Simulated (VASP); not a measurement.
# ZnHgO2: relaxation of cell and atoms with PBE

Crystal: ZnHgO2.

```
CELL_PARAMETERS angstrom
4.00922 0.00000 0.00000
0.00000 4.00922 0.00000
0.00000 0.00000 3.30459
ATOMIC_POSITIONS crystal
Zn 0.00000 0.00000 0.00000
Hg 0.50000 0.50000 0.50000
O 0.50000 0.00000 0.00000
O 0.00000 0.50000 0.00000
```

The cell was built by a generator and needn't be a form met in nature.

- Program: VASP 6.6.1
- Task: relaxation of cell and atoms
- Functional: PBE
- Potentials or basis: VASP PAW PBE potentials, release 54 (Zn, Hg, O)
- Cutoff: 900 eV
- k mesh: 5 × 5 × 6
- Occupations: fermi-dirac, width 0.05 eV
- Spin: no spin polarisation
- Further INCAR settings: ALGO = Fast; EDIFF = 1e-06; IBRION = 2; EDIFFG = -0.01; NSW = 40; ISIF = 3

The relaxed volume is 13.39 Å³/atom, the relaxed cell is a = 4.022 Å, b = 4.022 Å, c = 3.310 Å, α = 90.00°, β = 90.00°, γ = 90.00° and the space group after relaxing (to 0.05 Å) is P4/mmm (No. 123). The energy gained by relaxing is 0.4 meV/atom, the ionic steps are 3 and the pressure after relaxing is 0.0 GPa. The band gap on the k mesh is none (metal or under the smearing width).

Stress tensor (GPa, compression positive):
```
-0.01  0.00  0.00
 0.00 -0.01  0.00
 0.00  0.00  0.10
```

The path:
```
step  energy change (eV)  largest force (eV/Å)  pressure (GPa)  volume (Å³)
   1              0.0000                0.0000            1.03        53.12
   2             -0.0011                0.0000           -0.51        53.77
   3             -0.0015                0.0000            0.03        53.55
```

Final structure:
```
CELL_PARAMETERS angstrom
4.02220 0.00000 0.00000
0.00000 4.02220 0.00000
0.00000 0.00000 3.31001
ATOMIC_POSITIONS crystal
Zn 0.00000 0.00000 0.00000
Hg 0.50000 0.50000 0.50000
O 0.50000 0.00000 0.00000
O 0.00000 0.50000 0.00000
```

Levels at points of the mesh, in eV from the Fermi level:
| k point | band 16 | band 17 | band 18 | band 19 | band 20 | band 21 |
| --- | --- | --- | --- | --- | --- | --- |
| (0.00, 0.00, 0.00) | -2.17 | -1.66 | -1.66 | -1.31 | 2.32 | 8.89 |
| (0.00, 0.00, 0.50) | -1.00 | -0.54 | -0.54 | 3.44 | 3.55 | 5.72 |

Run time: 68 s on 1 thread of AMD EPYC 9R45 (Zen 5), on a shared host, peak memory 0.23 GiB.

The run has no spin-orbit coupling, so splittings on Hg are missing.
